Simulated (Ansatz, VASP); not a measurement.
**SnPt: VASP beside Ansatz**

```xyz
4
Lattice="4.1849 0.0000 0.0000 -2.0924 3.6242 0.0000 0.0000 0.0000 5.5101" Properties=species:S:1:pos:R:3 pbc="T T T"
Sn    0.0000    2.4161    1.3775
Sn    2.0924    1.2081    4.1326
Pt    0.0000    0.0000    0.0000
Pt    0.0000    0.0000    2.7551
```

Alike in both runs: task relaxation of cell and atoms; functional LDA; k mesh 12 × 12 × 8; occupations gaussian, width 0.1 eV; no spin polarisation.

```csv
,VASP,Ansatz
version,VASP 6.6.1,Ansatz 0.2.0
potentials or method,"VASP PAW LDA potentials, release 64 (Sn_d, Pt)","scalar-relativistic, plane waves, PAW"
plane-wave cutoff (eV),600,420
valence electrons in the cell,48,64
```

VASP gave:

| Item | Value |
| --- | --- |
| gap on the k mesh at the Fermi level, each at its own relaxed structure (eV) | none |
| relaxed volume (Å³/atom) | 19.66 |
| relaxed cell length with the largest relative difference (Å) | 5.413 |
| energy change over the relaxation (meV/atom) | -33 |

Which values does Ansatz return?

gap on the k mesh at the Fermi level, each at its own relaxed structure (eV): none; relaxed volume (Å³/atom): 19.60; relaxed cell length with the largest relative difference (Å): 5.405; energy change over the relaxation (meV/atom): -37.

A gap of «none» marks a metal or a gap that the smearing closes. The two sets of potentials don't hold the same shells in valence.

Spin-orbit coupling is left out, which matters for the levels of Pt. LDA usually gives volumes a few per cent too small. Zero-point motion and thermal expansion aren't in these numbers.
